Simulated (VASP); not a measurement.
A convergence study with VASP on CaF2 (fluorite): one setting is varied, all else stays as given below, so the limit is that of these other settings. The cell's lengths are 1 % over those of the tabulated start and one atom is moved, so it is off equilibrium.

```
CELL_PARAMETERS angstrom
      0.00000     2.75730     2.75730
      2.75730     0.00000     2.75730
      2.75730     2.75730     0.00000
ATOMIC_POSITIONS crystal
  Ca 0.00000 0.00000 0.00000
  F  0.25000 0.25000 0.25000
  F  0.73901 0.76099 0.76099
```

Level of theory: LDA (Ceperley-Alder, Perdew-Zunger), VASP's LDA PAW potentials (set 64) (plane waves; VASP). The tightest run used: 1000 eV cut-off, 8×8×8 Γ-centred mesh, Gaussian smearing of 0.050 eV, potentials Ca_sv F.

Gaps are read on the run's mesh, which can miss a band edge.

Problem. The settings run are ENCUT = 250; ENCUT = 350; ENCUT = 450; ENCUT = 550; ENCUT = 650; ENCUT = 700; ENCUT = 750; ENCUT = 800; ENCUT = 850; ENCUT = 1000. From which on does the energy per atom stay within 0.001 eV/atom of the tightest run?

Solution. From ENCUT = 700 on: it is off by 0.0008 there and by no more than 0.001 in any finer run, while ENCUT = 650 is off by 0.0016.
```json
[
 {"setting": "ENCUT = 250", "E (eV/atom)": "-6.4631", "pressure (GPa)": "-139.77", "largest force (eV/Å)": "0.295", "gap on the mesh (eV)": "7.186", "plane waves": "388", "difference judged (eV/atom)": "0.1590"},
 {"setting": "ENCUT = 350", "E (eV/atom)": "-6.3321", "pressure (GPa)": "-32.39", "largest force (eV/Å)": "0.232", "gap on the mesh (eV)": "6.810", "plane waves": "636", "difference judged (eV/atom)": "0.0280"},
 {"setting": "ENCUT = 450", "E (eV/atom)": "-6.3032", "pressure (GPa)": "-9.98", "largest force (eV/Å)": "0.224", "gap on the mesh (eV)": "6.735", "plane waves": "934", "difference judged (eV/atom)": "0.0009"},
 {"setting": "ENCUT = 550", "E (eV/atom)": "-6.3006", "pressure (GPa)": "-7.90", "largest force (eV/Å)": "0.224", "gap on the mesh (eV)": "6.728", "plane waves": "1249", "difference judged (eV/atom)": "0.0035"},
 {"setting": "ENCUT = 650", "E (eV/atom)": "-6.3025", "pressure (GPa)": "-8.14", "largest force (eV/Å)": "0.223", "gap on the mesh (eV)": "6.732", "plane waves": "1604", "difference judged (eV/atom)": "0.0016"},
 {"setting": "ENCUT = 700", "E (eV/atom)": "-6.3033", "pressure (GPa)": "-8.11", "largest force (eV/Å)": "0.223", "gap on the mesh (eV)": "6.733", "plane waves": "1807", "difference judged (eV/atom)": "0.0008"},
 {"setting": "ENCUT = 750", "E (eV/atom)": "-6.3037", "pressure (GPa)": "-7.99", "largest force (eV/Å)": "0.223", "gap on the mesh (eV)": "6.734", "plane waves": "1972", "difference judged (eV/atom)": "0.0004"},
 {"setting": "ENCUT = 800", "E (eV/atom)": "-6.3041", "pressure (GPa)": "-7.85", "largest force (eV/Å)": "0.223", "gap on the mesh (eV)": "6.734", "plane waves": "2180", "difference judged (eV/atom)": "0.0000"},
 {"setting": "ENCUT = 850", "E (eV/atom)": "-6.3041", "pressure (GPa)": "-7.76", "largest force (eV/Å)": "0.224", "gap on the mesh (eV)": "6.734", "plane waves": "2397", "difference judged (eV/atom)": "0.0000"},
 {"setting": "ENCUT = 1000", "E (eV/atom)": "-6.3041", "pressure (GPa)": "-7.70", "largest force (eV/Å)": "0.224", "gap on the mesh (eV)": "6.734", "plane waves": "3032", "difference judged (eV/atom)": "0.0000"}
]
```

Left out are rungs that failed or repeat a setting and relaxations that didn't move; long series are thinned to 24 rows.

The compound is CaF2 in the fluorite structure. The cell was not relaxed at this level, it is distorted from the ideal structure.
